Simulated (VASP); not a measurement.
Input:

```xyz
2
Lattice="0.0000 2.1236 2.1236 2.1236 0.0000 2.1236 2.1236 2.1236 0.0000" Properties=species:S:1:pos:R:3 pbc="T T T"
Si     0.0000     0.0000     0.0000
C      1.0618     1.0618     1.0618
```

Level of theory: PBEsol GGA, VASP's PBE PAW potentials (set 64) (plane waves; VASP). Settings: 620 eV cut-off, 11×11×11 Γ-centred mesh, Gaussian smearing of 0.050 eV, potentials Si C.

Problem. Estimate the energy per atom (σ→0), pressure.

Solution. 
```
Quantity                                Value
---------------------  ----------------------
energy per atom (σ→0)  -763.5 kJ/mol of atoms
pressure                            19.89 GPa
```

The absolute energy has meaning only against runs of the same code, potentials and settings.

The compound is SiC in the zinc blende structure. It was relaxed first under an external pressure of 20 GPa.
